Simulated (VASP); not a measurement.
Wanted: the native input for a VASP 6.6.1 run.

| Quantity | Value |
| --- | --- |
| Task | relaxation of cell and atoms |
| Functional | PBE |
| Potentials or basis | VASP PAW PBE potentials, release 64 (Pb_d, O) |
| Cutoff | 600 eV |
| k mesh | 4 × 4 × 4 |
| Occupations | gaussian, width 0.1 eV |
| Spin | no spin polarisation |
| Dipole correction | no |
| Further INCAR settings | ALGO = Normal; EDIFF = 1e-06; IBRION = 2; EDIFFG = -0.04; NSW = 90; ISIF = 3 |

The structure of Pb4O lies in POSCAR:

```
Pb4O
1.0
    5.4170349400      0.0000000000      0.0000000000
    0.0000000000      5.4170349400      0.0000000000
    0.0000000000      0.0000000000      5.4170349400
Pb O
4 1
Direct
    0.0000000000      0.5000000000      0.5000000000
    0.5000000000      0.0000000000      0.5000000000
    0.5000000000      0.5000000000      0.0000000000
    0.5000000000      0.5000000000      0.5000000000
    0.0000000000      0.0000000000      0.0000000000
```

The cell was built by a generator and needn't be a form met in nature.

The cell isn't the ideal one: random cell by space group and Wyckoff sites (Pm-3m, No. 221).

One way to write it, as run:

INCAR

```
ALGO     = Normal         # electronic algorithm
EDIFF    = 1E-6           # SCF threshold, eV
EDIFFG   = -0.04          # ionic threshold
ENCUT    = 600            # plane-wave cutoff, eV
GGA      = PE             # functional
IBRION   = 2              # ionic algorithm
ISIF     = 3              # what is computed and relaxed
ISMEAR   = 0              # smearing method
LASPH    = True           # aspherical terms in the spheres
LCHARG   = False          # write CHGCAR
LREAL    = False          # projectors in reciprocal space
LWAVE    = False          # write WAVECAR
NELM     = 100            # most SCF steps
NSW      = 90             # ionic steps
PREC     = Accurate       # precision mode
SIGMA    = 0.1            # smearing width, eV
```

KPOINTS

```
k-points
0
Gamma
  4 4 4
```

Potentials or basis: VASP PAW PBE potentials, release 64 (Pb_d, O).

Command:

```console
$ cat potpaw_PBE.64/Pb_d/POTCAR potpaw_PBE.64/O/POTCAR > POTCAR
$ mpirun -np 1 vasp_std > vasp.out
```

It gave:

* Relaxed volume: 41.87 Å³/atom
* Relaxed cell: a = 5.938 Å, b = 5.938 Å, c = 5.938 Å, α = 90.00°, β = 90.00°, γ = 90.00°
* Space group after relaxing (to 0.05 Å): Pm-3m (No. 221)
* Energy gained by relaxing: 316.8 meV/atom
* Ionic steps: 3
* Pressure after relaxing: 0.2 GPa
* Band gap on the k mesh: none (metal or under the smearing width)

Caveat: the volume moved by over 15 % at a fixed basis, so the end points are rough.

Wall time 3 min on 1 thread of Intel(R) Xeon(R) Platinum 8488C (Sapphire Rapids) (shared host), peak memory 0.35 GiB.
